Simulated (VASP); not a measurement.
Output of a VASP run:

File OUTCAR:
```
 ion  position               nearest neighbor table
   1  0.000  0.000  0.000-
  LATTYP: Found a face centered cubic cell.
 ALAT       =     5.5323218530
 Subroutine PRICEL returns:
 Original cell was already a primitive cell.
 Subroutine GETGRP returns: Found 48 space group operations
The static configuration has the point symmetry O_h .
The dynamic configuration has the point symmetry O_h .
 Subroutine INISYM returns: Found 48 space group operations
 Subroutine IBZKPT returns following result:
 Found     47 irreducible k-points:

 Following reciprocal coordinates:
            Coordinates               Weight
  0.000000  0.000000  0.000000      1.000000
  0.100000  0.000000  0.000000      8.000000
  0.200000  0.000000  0.000000      8.000000
  0.300000  0.000000  0.000000      8.000000
  0.400000  0.000000  0.000000      8.000000
  0.500000  0.000000  0.000000      4.000000
  0.100000  0.100000  0.000000      6.000000
  0.200000  0.100000  0.000000     24.000000
  0.300000  0.100000  0.000000     24.000000
  0.400000  0.100000  0.000000     24.000000
  0.500000  0.100000  0.000000     24.000000
 -0.400000  0.100000  0.000000     24.000000
 -0.300000  0.100000  0.000000     24.000000
 -0.200000  0.100000  0.000000     24.000000
 -0.100000  0.100000  0.000000     12.000000
  0.200000  0.200000  0.000000      6.000000
  0.300000  0.200000  0.000000     24.000000
  0.400000  0.200000  0.000000     24.000000
  0.500000  0.200000  0.000000     24.000000
 -0.400000  0.200000  0.000000     24.000000
 -0.300000  0.200000  0.000000     24.000000
 -0.200000  0.200000  0.000000     12.000000
  0.300000  0.300000  0.000000      6.000000
  0.400000  0.300000  0.000000     24.000000
  0.500000  0.300000  0.000000     24.000000
 -0.400000  0.300000  0.000000     24.000000
 -0.300000  0.300000  0.000000     12.000000
  0.400000  0.400000  0.000000      6.000000
  0.500000  0.400000  0.000000     24.000000
 -0.400000  0.400000  0.000000     12.000000
  0.500000  0.500000  0.000000      3.000000
  0.300000  0.200000  0.100000     24.000000
  0.400000  0.200000  0.100000     48.000000
  0.500000  0.200000  0.100000     48.000000
 -0.400000  0.200000  0.100000     24.000000
  0.400000  0.300000  0.100000     24.000000
  0.500000  0.300000  0.100000     48.000000
 -0.400000  0.300000  0.100000     48.000000
 -0.300000  0.300000  0.100000     48.000000
 -0.200000  0.300000  0.100000     24.000000
   k-points           NKPTS =     47   k-points in BZ     NKDIM =     47   number of bands    NBANDS=      9
   number of dos      NEDOS =    301   number of ions     NIONS =      1
   total plane-waves  NPLWV =  27000
   dimension x,y,z NGX =    30 NGY =   30 NGZ =   30
   dimension x,y,z NGXF=    60 NGYF=   60 NGZF=   60
   ions per type =               1
   PREC   = accura    normal or accurate (medium, high low for compatibility)
   ISTART =      0    job   : 0-new  1-cont  2-samecut
   ICHARG =      2    charge: 1-file 2-atom 10-const
   ISPIN  =      1    spin polarized calculation?
   LNONCOLLINEAR =      F non collinear calculations
   LSORBIT =      F    spin-orbit coupling
   INIWAV =      1    electr: 0-lowe 1-rand  2-diag
   ENCUT  =  520.0 eV  38.22 Ry    6.18 a.u.   7.27  7.27  7.27*2*pi/ulx,y,z
   NELM   =    100;   NELMIN=  2; NELMDL= -5     # of ELM steps
   EDIFF  = 0.1E-05   stopping-criterion for ELM
   LREAL  =      F    real-space projection
   NLSPLINE    = F    spline interpolate recip. space projectors
   LMAXMIX     =    2 max onsite mixed and CHGCAR
   VOSKOWN=      0    Vosko Wilk Nusair interpolation
   EDIFFG = -.1E-01   stopping-criterion for IOM
   NSW    =     60    number of steps for IOM
   NBLOCK =      1;   KBLOCK =     60    inner block; outer block
   IBRION =      2    ionic relax: 0-MD 1-quasi-New 2-CG
   NFREE  =      1    steps in history (QN), initial steepest desc. (CG)
...
```

### OSZICAR
```
       N       E                     dE             d eps       ncg     rms          rms(c)
DAV:   1     0.173230112060E+03    0.17323E+03   -0.15744E+05   846   0.543E+05
DAV:   2    -0.111281704793E+02   -0.18436E+03   -0.18152E+03  1468   0.598E+02
DAV:   3    -0.381738462402E+02   -0.27046E+02   -0.26312E+02  1568   0.110E+02
DAV:   4    -0.160209856428E+03   -0.12204E+03   -0.14955E+03  1539   0.579E+01
DAV:   5    -0.132022478064E+03    0.28187E+02   -0.11669E+03  1518   0.835E+01    0.116E+00
DAV:   6    -0.830383317322E+01    0.12372E+03   -0.27392E+02  1229   0.553E+01    0.167E+00
DAV:   7    -0.859382294733E+01   -0.28999E+00   -0.47453E-01  1445   0.639E+00    0.193E+00
DAV:   8    -0.887921943242E+01   -0.28540E+00   -0.16060E-01  1230   0.381E+00    0.288E+00
DAV:   9    -0.881649908120E+01    0.62720E-01   -0.20337E-01  1060   0.611E+00    0.628E-01
DAV:  10    -0.857524992110E+01    0.24125E+00   -0.23018E-01   923   0.429E+00    0.107E+00
DAV:  11    -0.857070175970E+01    0.45482E-02   -0.16467E-02  1013   0.952E-01    0.448E-01
DAV:  12    -0.856620907972E+01    0.44927E-02   -0.16577E-03  1367   0.422E-01    0.383E-01
DAV:  13    -0.856724277958E+01   -0.10337E-02   -0.58094E-04  1276   0.147E-01    0.287E-01
DAV:  14    -0.857861141917E+01   -0.11369E-01   -0.10244E-02  1150   0.475E-01    0.319E-02
DAV:  15    -0.857858440767E+01    0.27011E-04   -0.23820E-04  1003   0.112E-01    0.179E-02
DAV:  16    -0.857867848942E+01   -0.94082E-04   -0.27666E-05  1144   0.509E-02    0.163E-02
DAV:  17    -0.857867948510E+01   -0.99569E-06   -0.78604E-06  1362   0.257E-02
   1 F= -.85786795E+01 E0= -.85787450E+01  d E =-.857868E+01
```

OUTCAR:
```
------------------------ aborting loop because EDIFF is reached ----------------------------------------
  FORCE on cell =-STRESS in cart. coord.  units (eV):
  Direction    XX          YY          ZZ          XY          YZ          ZX
  --------------------------------------------------------------------------------------
  Total        0.0039215      0.0039215      0.0039215      0.0000000      0.0000000     -0.0000000
  in kB        0.1484219      0.1484219      0.1484219      0.0000000      0.0000000     -0.0000000
  external PRESSURE =       0.1484219 kB  Pullay stress =       0.0000000 kB
  volume of cell :       42.33
      direct lattice vectors                 reciprocal lattice vectors
     0.000000000  2.766160927  2.766160927    -0.180755933  0.180755933  0.180755933
     2.766160927  0.000000000  2.766160927     0.180755933 -0.180755933  0.180755933
     2.766160927  2.766160927  0.000000000     0.180755933  0.180755933 -0.180755933
 POSITION                                       TOTAL-FORCE (eV/Angst)
 -----------------------------------------------------------------------------------
      0.00000      0.00000      0.00000         0.000000     -0.000000     -0.000000
 -----------------------------------------------------------------------------------
    total drift:                               -0.000000     -0.000000     -0.000000
  FREE ENERGIE OF THE ION-ELECTRON SYSTEM (eV)
  ---------------------------------------------------
  free  energy   TOTEN  =        -8.5786794851 eV

  energy  without entropy=       -8.5788759171  energy(sigma->0) =       -8.57874496

 reached required accuracy - stopping structural energy minimisation
```
(Selected blocks of OUTCAR.)

**POSCAR**
```
Ca
1
    0.0000000000     2.7661609265     2.7661609265
    2.7661609265     0.0000000000     2.7661609265
    2.7661609265     2.7661609265     0.0000000000
Ca
1
Direct
  0.0000000000   0.0000000000   0.0000000000
```

Q: Write an INCAR and KPOINTS that could have produced this output.

A: Several could match; the one computed here: the input of the run itself, TPSS meta-GGA, plane waves, VASP's PBE PAW potentials (set 64).

**KPOINTS**
```
Automatic mesh
0
Gamma
10 10 10
0 0 0
```

INCAR:
```
ALGO=Normal
EDIFF=1E-6
EDIFFG=-0.01
ENCUT=520
IBRION=2
ISIF=3
ISMEAR=1
LASPH=.TRUE.
LCHARG=.FALSE.
LMIXTAU=.TRUE.
LREAL=.FALSE.
LWAVE=.FALSE.
METAGGA=TPSS
NELM=100
NSW=60
PREC=Accurate
SIGMA=0.1
SYSTEM=Ca
```

POTCAR, in this order: Ca_sv (PBE.64 set). Program: vasp_std.

The compound is Ca in the fcc structure. It was relaxed first. The start is the result of an earlier pass.
